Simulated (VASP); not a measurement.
Given:

```yaml
crystal:
  lattice:
    - [0.00000, 2.87207, 2.87207]
    - [2.87207, 0.00000, 2.87207]
    - [2.87207, 2.87207, 0.00000]
  atoms:
    - { symbol: W, position: [0.00000, 0.00000, 0.00000] }
    - { symbol: Al, position: [0.25000, 0.25000, 0.25000] }
```

Level of theory: PBEsol GGA, VASP's PBE PAW potentials (set 64) (plane waves; VASP). Settings: 400 eV cut-off, Gaussian smearing of 0.050 eV, potentials W_sv Al.

**Question.** Give the energies of bands 5 to 11 at the high-symmetry points, in eV from the Fermi level.

**Answer.** 
```csv
band,Γ,X,U,L,W
5,-7.37,-4.00,-4.13,-5.17,-4.01
6,-1.52,-3.32,-2.70,-2.41,-2.20
7,-1.52,-0.62,-1.21,-1.26,-1.92
8,-1.52,0.21,-0.56,-1.26,-0.97
9,0.17,0.21,-0.25,0.64,0.49
10,0.17,0.57,0.46,0.64,0.83
11,7.57,1.00,1.42,0.74,0.87
```

It has no gap at this level: it comes out as a metal or semimetal.

The structure was generated: WAl was put into the zinc blende type (F-43m), which need not be its known phase. It was relaxed first, which changed the volume by -32 %. The electron count is odd and the run is not spin-polarised, which forces a metal.
